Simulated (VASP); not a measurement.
Input:

```
ZnF2
1.0
    4.72006     0.00000     0.00000
    0.00000     4.72006     0.00000
    0.00000     0.00000     3.14009
Zn F
2 4
Direct
  0.00000   0.00000   0.00000
  0.50000   0.50000   0.50000
  0.30359   0.30359   0.00000
  0.80359   0.19641   0.50000
  0.19641   0.80359   0.50000
  0.69641   0.69641   0.00000
```

These are PBEsol GGA, VASP's PBE PAW potentials (set 64) (plane waves; VASP) values and carry that method's errors. Settings: 520 eV cut-off, 5×5×8 Γ-centred mesh, tetrahedra with Blöchl corrections, potentials Zn F.

Task: The job: ZnF2 (rutile), 6 atoms, PBEsol, static run, 520 eV, 5×5×8 Γ-centred mesh. Roughly how much core time does it take on a busy server core?

Result: About 40 core-seconds (one run on a shared machine, a rough figure). It had 30 irreducible k-points, 31 bands, up to 1912 plane waves and 17 electronic steps.

The compound is ZnF2 in the rutile structure. It was relaxed first.
